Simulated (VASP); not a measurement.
Consider the following.

```yaml
crystal:
  lattice:
    - [0.00000, 3.23264, 3.23264]
    - [3.23264, 0.00000, 3.23264]
    - [3.23264, 3.23264, 0.00000]
  atoms:
    - { symbol: Mg, position: [0.25000, 0.25000, 0.25000] }
    - { symbol: Mg, position: [0.75000, 0.75000, 0.75000] }
    - { symbol: Si, position: [0.00000, 0.00000, 0.00000] }
```

The numbers are results of optB88-vdW, VASP's PBE PAW potentials (set 64) (plane waves; VASP 6.6.1), not measurements. Settings: 520 eV cut-off, 6×6×6 Γ-centred mesh, Gaussian smearing of 0.050 eV, potentials Mg Si.

Q: Estimate the energy per atom (σ→0), pressure, band gap (on the k-mesh) with the smallest direct gap where there is one.

A: 
The band gap (on the k-mesh) is 0.35 eV. The smallest direct gap (on the k-mesh) is 1.60 eV and the energy per atom (σ→0) comes out as -1.543 eV/atom. The pressure comes out as -2.90 GPa.

The compound is Mg2Si in the antifluorite structure. This cell is one point of a volume scan, at 1.06 of the reference volume.
